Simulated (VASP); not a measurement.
An input for Quantum ESPRESSO's pw.x (written as the equivalent of a VASP run, and not itself run):

```
&CONTROL
  calculation = 'scf'
  pseudo_dir = './pseudo'
  outdir = './out'
  tprnfor = .true.
  tstress = .true.
/
&SYSTEM
  ibrav = 0
  nat = 3
  ntyp = 2
  ecutwfc = 110
  occupations = 'smearing'
  smearing = 'gaussian'
  degauss = 0.00735
  input_dft = 'pbesol'
  noncolin = .true.
  lspinorb = .true.
/
&ELECTRONS
  conv_thr = 7.3e-08
  electron_maxstep = 100
/
ATOMIC_SPECIES
  La 138.905 La.upf
  Hg 200.592 Hg.upf
CELL_PARAMETERS angstrom
     4.9580000    0.0000000    0.0000000
    -2.4790000    4.2937540    0.0000000
     0.0000000    0.0000000    3.6400000
ATOMIC_POSITIONS crystal
  La   0.0000000  0.0000000  0.0000000
  Hg   0.3333330  0.6666670  0.5000000
  Hg   0.6666670  0.3333330  0.5000000
K_POINTS automatic
  5 5 6 0 0 0
```

Task: Translate this input to VASP (INCAR, KPOINTS, POSCAR, choice of POTCAR).

Result: Several could match; the one computed here: 
### KPOINTS
```
Automatic mesh
0
Gamma
5 5 6
0 0 0
```

**POSCAR**
```
LaHg2
4.9580
  1.0000000000   0.0000000000   0.0000000000
 -0.5000000000   0.8660254135   0.0000000000
  0.0000000000   0.0000000000   0.7341670028
La Hg
1 2
Cartesian
  0.0000000000   0.0000000000   0.0000000000
 -0.0000005000   0.5773505643   0.3670835014
  0.5000005000   0.2886748491   0.3670835014
```

INCAR:
```
ALGO = Normal
EDIFF = 1E-6
ENCUT = 300
GGA = PS
GGA_COMPAT = .FALSE.
ISIF = 2
ISMEAR = 0
LASPH = .TRUE.
LCHARG = .FALSE.
LMAXMIX = 6
LNONCOLLINEAR = .TRUE.
LORBIT = 11
LREAL = .FALSE.
LSORBIT = .TRUE.
LWAVE = .FALSE.
MAGMOM = 9*0.0
NELM = 100
PREC = Accurate
SIGMA = 0.1
SYSTEM = LaHg2
```

POTCAR, in this order: La Hg (PBE.64 set). Program: vasp_ncl.

What does not carry over: the potentials are each code's own (VASP's PAW set, PseudoDojo norm-conserving files, fully relativistic, in pw.x), so ENCUT and ecutwfc are chosen apart and not converted; conv_thr bounds pw.x's estimated SCF error, while EDIFF bounds the energy change between steps.

The structure comes from a measured LaHg2 entry of the Crystallography Open Database, whose conditions weren't checked. The cell was not relaxed at this level. The run is one of a series of settings (GGA_COMPAT = .FALSE., LNONCOLLINEAR = .TRUE., LSORBIT = .TRUE., MAGMOM = 0.0 0.0 0.0 0.0 0.0 0.0 0.0 0.0 0.0, program vasp_ncl against the base run), some of them coarse on purpose.
